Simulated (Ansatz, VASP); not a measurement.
# Cross-check of SiC (Moissanite) between VASP and Ansatz, part 2 of 2

One calculation is typed for both programs; each brings its own data sets. How far apart do they land? Of the first pair: The structure shown is the start of the Ansatz relaxation below; VASP solves that cell, so the two are compared at the walk's first step.

VASP 6.6.1 and Ansatz 0.2.0.

So far. Step 3 (VASP: single point, LDA, start cell): The run ends at a pressure of 2.77 GPa, with forces up to 0.010 eV/Å.

## Step 5: VASP: zone-centre phonons, LDA, pair 2

Level of this step: LDA; plane waves and PAW (C, Si) (VASP).

Second derivatives magnify differences that forces hide, and they need a tight electronic threshold. The cell compared in this pair holds 36.52 Å³, against 40.17 Å³ for the pair before.

The input, INCAR:

```
SYSTEM = SiC
PREC = Accurate
ENCUT = 600
EDIFF = 1E-08
NELM = 120
ISMEAR = 0
SIGMA = 0.01
LREAL = .FALSE.
ALGO = Normal
GGA = CA
NBANDS = 14
LORBIT = 11
LWAVE = .FALSE.
LCHARG = .FALSE.
ISIF = 2
IBRION = 8
LEPSILON = .TRUE.
LASPH = .TRUE.
GGA_COMPAT = .FALSE.
EFERMI = MIDGAP
KPAR = 2
```

The input, POSCAR:

```
SiC
1.0
    2.9519128620      0.0000000000      0.0000000000
   -1.4759564310      2.5564315282      0.0000000000
    0.0000000000      0.0000000000      4.8396936021
C Si
2 2
Direct
    0.3333333333      0.6666666667      0.3803947596
    0.6666666667      0.3333333333      0.8803947596
    0.3333333333      0.6666666667      0.0046052404
    0.6666666667      0.3333333333      0.5046052404
```

The input, KPOINTS:

```
Automatic mesh
0
Gamma
12 12 6
0 0 0
```

PAW data sets: C and Si (LDA family, release 64).

Run with:

```bash
> mpirun -np 2 vasp_std
```

Numbers of over 12 decimals in the logs are rounded to 6 here.

Output:

```text
[... set-up lines as in an earlier step ...]
 entering main loop
       N       E                     dE             d eps       ncg     rms          rms(c)
DAV:   1     0.319951547504E+02    0.31995E+02   -0.81649E+03  2128   0.116E+03
DAV:   2    -0.349504240979E+02   -0.66946E+02   -0.60871E+02  2968   0.188E+02
DAV:   3    -0.378169553433E+02   -0.28665E+01   -0.28525E+01  2956   0.364E+01
DAV:   4    -0.378411910019E+02   -0.24236E-01   -0.24230E-01  2416   0.416E+00
[...]
DAV:  13    -0.329223081124E+02    0.39335E-06   -0.13462E-06  2758   0.709E-03    0.116E-03
DAV:  14    -0.329223081279E+02   -0.15440E-07   -0.48418E-08  2638   0.176E-03    0.495E-04
DAV:  15    -0.329223081303E+02   -0.23988E-08   -0.91834E-10  1646   0.218E-04
   1 F= -.32922308E+02 E0= -.32922308E+02  d E =0.000000E+00
 Linear response reoptimize wavefunctions to high precision
DAV:   1    -0.329223081307E+02   -0.44383E-09   -0.16525E-10  1898   0.995E-05
DAV:   2    -0.329223081307E+02   -0.20464E-10   -0.17020E-11  1376   0.336E-05
 Linear response G [H, r] |phi>, progress :
  Direction:   1
[...]
RMM:  10    -0.155942790936E-01    0.60760E-08    0.15996E-08 23012   0.240E-05    0.121E-06
 first order change of Fermi-energy  -0.86645E+00
 force on displaced ion       3 direction 1 : -25.949  -0.001   0.000
 Born effective charge ion    3 direction 1 :   2.751  -0.000  -0.000
 Linear response progress:
  Degree of freedom:   4/  4
       N       E                     dE             d eps       ncg     rms          rms(c)
RMM:   1    -0.410031535895E-01   -0.41003E-01    0.46242E-02  7383   0.163E+00
RMM:   2    -0.302718902713E-01    0.10731E-01   -0.36699E-03  4598   0.437E-01    0.184E-01
RMM:   3    -0.296488372049E-01    0.62305E-03   -0.47489E-04  4737   0.154E-01    0.948E-02
RMM:   4    -0.295907021439E-01    0.58135E-04   -0.54121E-04  4940   0.746E-02    0.367E-02
[...]
RMM:   9    -0.295548564031E-01   -0.36011E-07    0.35397E-07  5096   0.296E-04    0.328E-05
RMM:  10    -0.295548852489E-01   -0.28846E-07    0.91609E-07  5132   0.727E-05    0.150E-05
RMM:  11    -0.295548952260E-01   -0.99771E-08    0.28987E-08  5250   0.313E-05    0.360E-06
 first order change of Fermi-energy  -0.37524E+00
 force on displaced ion       3 direction 3 :  -0.000  -0.000 -34.110
 Born effective charge ion    3 direction 3 :   0.000   0.000   2.967
 Born effective charges drift removed
 Linear response finished
```

Parts of OUTCAR (step 5):

```text
 POSITION                                       TOTAL-FORCE (eV/Angst)
 -----------------------------------------------------------------------------------
     -0.00000      1.70429      1.84099        -0.000000     -0.000000      0.000617
      1.47596      0.85214      4.26084         0.000000      0.000000      0.000617
     -0.00000      1.70429      0.02229         0.000000     -0.000000     -0.000617
      1.47596      0.85214      2.44213        -0.000000      0.000000     -0.000617
 -----------------------------------------------------------------------------------
    total drift:                                0.000000      0.000000     -0.000038

 MACROSCOPIC STATIC DIELECTRIC TENSOR (including local field effects in DFT)
 ------------------------------------------------------
           6.683181     0.000000     0.000000
           0.000000     6.683181     0.000000
           0.000000     0.000000     7.051538
 ------------------------------------------------------

 MACROSCOPIC STATIC DIELECTRIC TENSOR IONIC CONTRIBUTION
 ------------------------------------------------------
           2.974376     0.000000    -0.000000
           0.000000     2.974376     0.000000
          -0.000000     0.000000     3.734883
 ------------------------------------------------------

[... 1 part as in an earlier step ...]
```

## Step 6: Ansatz: zone-centre phonons, LDA, pair 2

The same cell, functional (in two slightly different forms) and mesh now go to Ansatz, which takes its cutoff from its data sets.

The cell is taken from a series of runs on this material, whose earlier steps may have relaxed, scaled, displaced or heated it; both programs get it as it stands.

The input, input.yaml:

```yaml
crystal:
  lattice:
    - [2.951912862, 0.0, 0.0]
    - [-1.475956431, 2.5564315282, 0.0]
    - [0.0, 0.0, 4.8396936021]
  atoms:
    - { symbol: C, position: [0.3333333333, 0.6666666667, 0.3803947596] }
    - { symbol: C, position: [0.6666666667, 0.3333333333, 0.8803947596] }
    - { symbol: Si, position: [0.3333333333, 0.6666666667, 0.0046052404] }
    - { symbol: Si, position: [0.6666666667, 0.3333333333, 0.5046052404] }
kpoints:
  mp_grid: { grid: [12, 12, 6] }
hamiltonian:
  xc: lda
  pseudopotentials: { kind: paw, azcp: { folder: soft_1 }, xc_functional: pbe }
scf:
  occupations: { method: fixed }
output:
  eigenvalues: true
phonons:
  method: dfpt
  dielectric: true
  rigid_motions: translations
```

Run with:

```bash
> ansatz run input.yaml --threads 4 --pin off --max-ram 16384MiB --backend cpu --events-out ev --progress --plain --runs-dir out
```

Output:

```text
[...]
Crystal: 4 atoms, lattice volume = 36.522 Å³
Basis set: ecut = 420 eV, 701 PW (Γ), exchange–correlation on 40×40×72 points (8 copies of the dense FFT grid, shifted against one another)
Bands: 12, of which v1, the nominal top of the filled ones, is band 8 counted from 1 (7 counted from 0)
Symmetry: 12 space group operations
k-points: 242 of 864 (irreducible under 2 space group operations, time reversal used)
[...]
optical modes at Γ + LO–TO along q̂ = [1.0000, 0.0000, 0.0000]:
      ω (cm⁻¹)  modes    IR ((D/Å)²/amu)
[...]
optical modes at Γ + LO–TO along q̂ = [0.0000, 1.0000, 0.0000]:
      ω (cm⁻¹)  modes    IR ((D/Å)²/amu)
[...]
optical modes at Γ + LO–TO along q̂ = [0.0000, 0.0000, 1.0000]:
      ω (cm⁻¹)  modes    IR ((D/Å)²/amu)
[...]
881.88      2             0.0000
        903.27      2            84.1252
        951.63      1             0.0000
       1078.10      1            48.8560
[key lines of the parts left out:]
SCF converged after 8 iterations
Free energy (F): -1704.055038 eV
Fermi energy:    11.047246 eV
```

## Step 7: Side by side

What differs besides the data sets and the points named for the pairs above, as far as they apply: VASP's response is taken on the typed mesh, Ansatz refines its own for the field response alone; the cutoff is 420 eV in Ansatz and 600 eV in VASP. Total energies have different zeros and are not compared.

Compared:

| quantity | Ansatz | VASP | difference |
| --- | --- | --- | --- |
| ε∞ xx | 6.67 | 6.68 | -0.25 % |
| ε∞ yy | 6.67 | 6.68 | -0.25 % |
| ε∞ zz | 7.04 | 7.05 | -0.20 % |
| Born charge of C1 (mean of the diagonal) (e) | -2.84 | -2.82 | -0.02 |
| Born charge of Si3 (mean of the diagonal) (e) | 2.84 | 2.82 | +0.02 |
| optical mode 1 to 2 (cm⁻¹) | 251.0 | 251.1 | -0.04 % |
| optical mode 3 (cm⁻¹) | 654.2 | 654.3 | -0.02 % |
| optical mode 4 (cm⁻¹) | 870.0 | 869.0 | +0.11 % |
| optical mode 5 to 6 (cm⁻¹) | 881.9 | 881.3 | +0.07 % |
| optical mode 7 to 8 (cm⁻¹) | 903.3 | 902.8 | +0.05 % |
| optical mode 9 (cm⁻¹) | 951.6 | 951.6 | +0.00 % |

Modes are paired by rising frequency, not by their patterns, so a pair may set unlike modes beside each other; they are those without the splitting of longitudinal modes.

## Step 8: Ansatz: zone-centre phonons, LDA, pair 3

Second derivatives magnify differences that forces hide, and they need a tight electronic threshold. The cell compared in this pair holds 37.33 Å³, against 36.52 Å³ for the pair before.

The cell is taken from a series of runs on this material, whose earlier steps may have relaxed, scaled, displaced or heated it; both programs get it as it stands.

input.yaml, the sections that differ from step 6:

```yaml
crystal:
  lattice:
    - [2.9733786801, 0.0, 0.0]
    - [-1.4866893401, 2.575021472, 0.0]
    - [0.0, 0.0, 4.8760685892]
  atoms:
    - { symbol: C, position: [0.3333333333, 0.6666666667, 0.3803872372] }
    - { symbol: C, position: [0.6666666667, 0.3333333333, 0.8803872372] }
    - { symbol: Si, position: [0.3333333333, 0.6666666667, 0.0046127628] }
    - { symbol: Si, position: [0.6666666667, 0.3333333333, 0.5046127628] }
# kpoints, hamiltonian, scf, output, phonons: as in step 6
```

Output:

```text
[...]
Crystal: 4 atoms, lattice volume = 37.334 Å³
Basis set: ecut = 420 eV, 713 PW (Γ), exchange–correlation on 40×40×72 points (8 copies of the dense FFT grid, shifted against one another)
Bands: 12, of which v1, the nominal top of the filled ones, is band 8 counted from 1 (7 counted from 0)
Symmetry: 12 space group operations
k-points: 242 of 864 (irreducible under 2 space group operations, time reversal used)
[...]
optical modes at Γ + LO–TO along q̂ = [1.0000, 0.0000, 0.0000]:
      ω (cm⁻¹)  modes    IR ((D/Å)²/amu)
[...]
optical modes at Γ + LO–TO along q̂ = [0.0000, 1.0000, 0.0000]:
      ω (cm⁻¹)  modes    IR ((D/Å)²/amu)
[...]
optical modes at Γ + LO–TO along q̂ = [0.0000, 0.0000, 1.0000]:
      ω (cm⁻¹)  modes    IR ((D/Å)²/amu)
[...]
857.18      2             0.0000
        881.09      2            83.1943
        927.40      1             0.0000
       1053.46      1            48.2342
[key lines of the parts left out:]
SCF converged after 8 iterations
Free energy (F): -1704.187346 eV
Fermi energy:    10.745327 eV
```

## Step 9: VASP: zone-centre phonons, LDA, pair 3

The same cell, functional (in two slightly different forms) and mesh now go to VASP, with its own data sets.

INCAR is that of step 5.

The input, POSCAR:

```
SiC
1.0
    2.9733786801      0.0000000000      0.0000000000
   -1.4866893401      2.5750214720      0.0000000000
    0.0000000000      0.0000000000      4.8760685892
C Si
2 2
Direct
    0.3333333333      0.6666666667      0.3803872372
    0.6666666667      0.3333333333      0.8803872372
    0.3333333333      0.6666666667      0.0046127628
    0.6666666667      0.3333333333      0.5046127628
```

KPOINTS is that of step 5.

Run with:

```bash
> mpirun -np 2 vasp_std
```

Output:

```text
[... set-up lines as in an earlier step ...]
 entering main loop
       N       E                     dE             d eps       ncg     rms          rms(c)
DAV:   1     0.327669124148E+02    0.32767E+02   -0.82383E+03  2128   0.117E+03
DAV:   2    -0.348063017278E+02   -0.67573E+02   -0.61634E+02  2906   0.189E+02
DAV:   3    -0.377920436422E+02   -0.29857E+01   -0.29715E+01  2956   0.376E+01
DAV:   4    -0.378182571658E+02   -0.26214E-01   -0.26209E-01  2314   0.430E+00
[...]
DAV:  13    -0.330569554127E+02    0.41619E-06   -0.14129E-06  2794   0.721E-03    0.113E-03
DAV:  14    -0.330569554300E+02   -0.17343E-07   -0.54285E-08  2536   0.185E-03    0.505E-04
DAV:  15    -0.330569554327E+02   -0.26507E-08   -0.78760E-10  1694   0.209E-04
   1 F= -.33056955E+02 E0= -.33056955E+02  d E =0.000000E+00
 Linear response reoptimize wavefunctions to high precision
DAV:   1    -0.330569554332E+02   -0.52114E-09   -0.16726E-10  1886   0.988E-05
DAV:   2    -0.330569554331E+02    0.58208E-10   -0.20522E-11  1316   0.369E-05
 Linear response G [H, r] |phi>, progress :
  Direction:   1
[...]
RMM:  10    -0.154807775708E-01    0.94567E-08   -0.49571E-09 23019   0.165E-05    0.116E-06
 first order change of Fermi-energy  -0.86366E+00
 force on displaced ion       3 direction 1 : -24.712  -0.001  -0.000
 Born effective charge ion    3 direction 1 :   2.736  -0.000  -0.000
 Linear response progress:
  Degree of freedom:   4/  4
       N       E                     dE             d eps       ncg     rms          rms(c)
RMM:   1    -0.398513789650E-01   -0.39851E-01    0.47718E-02  7399   0.160E+00
RMM:   2    -0.296384935241E-01    0.10213E-01   -0.15129E-03  4595   0.431E-01    0.179E-01
RMM:   3    -0.291602415593E-01    0.47825E-03    0.34762E-04  4747   0.149E-01    0.924E-02
RMM:   4    -0.291542860977E-01    0.59555E-05   -0.37470E-04  4943   0.734E-02    0.357E-02
[...]
RMM:  11    -0.291304986243E-01    0.98909E-07   -0.14575E-07  5259   0.315E-05    0.356E-06
RMM:  12    -0.291304807730E-01    0.17851E-07    0.86829E-09  5071   0.213E-05    0.105E-06
RMM:  13    -0.291304750858E-01    0.56872E-08    0.26601E-08  4193   0.181E-05    0.398E-07
 first order change of Fermi-energy  -0.38185E+00
 force on displaced ion       3 direction 3 :   0.000  -0.000 -32.698
 Born effective charge ion    3 direction 3 :   0.000  -0.000   2.948
 Born effective charges drift removed
 Linear response finished
```

OUTCAR, selected parts (step 9):

```text
 POSITION                                       TOTAL-FORCE (eV/Angst)
 -----------------------------------------------------------------------------------
     -0.00000      1.71668      1.85479         0.000000     -0.000000      0.000479
      1.48669      0.85834      4.29283        -0.000000      0.000000      0.000479
     -0.00000      1.71668      0.02249        -0.000000      0.000000     -0.000479
      1.48669      0.85834      2.46053         0.000000      0.000000     -0.000479
 -----------------------------------------------------------------------------------
    total drift:                                0.000000      0.000000     -0.000048

 MACROSCOPIC STATIC DIELECTRIC TENSOR (including local field effects in DFT)
 ------------------------------------------------------
           6.723006    -0.000000     0.000000
          -0.000000     6.723006    -0.000000
          -0.000000     0.000000     7.086635
 ------------------------------------------------------

 MACROSCOPIC STATIC DIELECTRIC TENSOR IONIC CONTRIBUTION
 ------------------------------------------------------
           3.024823    -0.000000    -0.000000
          -0.000000     3.024823     0.000000
          -0.000000     0.000000     3.790138
 ------------------------------------------------------

[... 1 part as in an earlier step ...]
```

## Step 10: Side by side

Compared:

| quantity | Ansatz | VASP | difference |
| --- | --- | --- | --- |
| ε∞ xx | 6.71 | 6.72 | -0.25 % |
| ε∞ yy | 6.71 | 6.72 | -0.25 % |
| ε∞ zz | 7.07 | 7.09 | -0.19 % |
| Born charge of C1 (mean of the diagonal) (e) | -2.82 | -2.81 | -0.02 |
| Born charge of Si3 (mean of the diagonal) (e) | 2.82 | 2.81 | +0.02 |
| optical mode 1 to 2 (cm⁻¹) | 252.9 | 252.9 | +0.01 % |
| optical mode 3 (cm⁻¹) | 643.4 | 643.5 | -0.03 % |
| optical mode 4 (cm⁻¹) | 848.6 | 847.8 | +0.10 % |
| optical mode 5 to 6 (cm⁻¹) | 857.2 | 856.6 | +0.06 % |
| optical mode 7 to 8 (cm⁻¹) | 881.1 | 880.6 | +0.05 % |
| optical mode 9 (cm⁻¹) | 927.4 | 927.5 | -0.01 % |

Modes are paired by rising frequency, not by their patterns, so a pair may set unlike modes beside each other; they are those without the splitting of longitudinal modes.

## Step 11: What came out

- r.m.s. force difference (single point, LDA, start cell): 0.11 meV/Å
- r.m.s. difference of the optical zone-centre modes, each program's sorted by frequency (zone-centre phonons, LDA, pair 2): 0.49 cm⁻¹
- r.m.s. difference of the optical zone-centre modes, each program's sorted by frequency (zone-centre phonons, LDA, pair 3): 0.43 cm⁻¹

**Reading.** The r.m.s. force difference is 0.11 meV/Å (single point, LDA, start cell), within the 12 meV/Å picked in this series as the mark of a large difference. 1 further run of this series is not shown here. Such differences can come from data sets, numerical settings and the points named under the comparisons, not from the functional's error against experiment.

[Lines on the potential files, build, host, timing and source positions are cut from VASP's logs without a mark.]

[Logs are printed without paths, hosts, clocks, repeated set-up lines and the standing remarks that a program may print on its own settings, such as how far it seeks lower states.]

[Hosts, paths, dates, database ids (printed as entryN), source tags and the programs' standing remarks are cut or masked in the printed files.]
